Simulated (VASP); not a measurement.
Data:

```yaml
crystal:
  lattice:
    - [-2.86174, 2.86174, 2.86174]
    - [2.86174, -2.86174, 2.86174]
    - [2.86174, 2.86174, -2.86174]
  atoms:
    - { symbol: Rb, position: [0.00000, 0.00000, 0.00000] }
```

Level of theory: PW91 GGA, VASP's PBE PAW potentials (set 64) (plane waves; VASP 6.6.1). Numerical set-up: 520 eV cut-off, 9×9×9 Γ-centred mesh, first-order Methfessel-Paxton smearing of 0.10 eV, potentials Rb_sv.

Problem. Estimate the energy per atom (σ→0), band gap (on the k-mesh) with the smallest direct gap where there is one.

Solution. 
| Item | Value |
|---|---|
| band gap (on the k-mesh) | none (metal, semimetal or under 0.01 eV) |
| energy per atom (σ→0) | -90.8 kJ/mol of atoms |

The compound is Rb in the bcc structure. This cell is one point of a volume scan, at 1.03 of the reference volume.
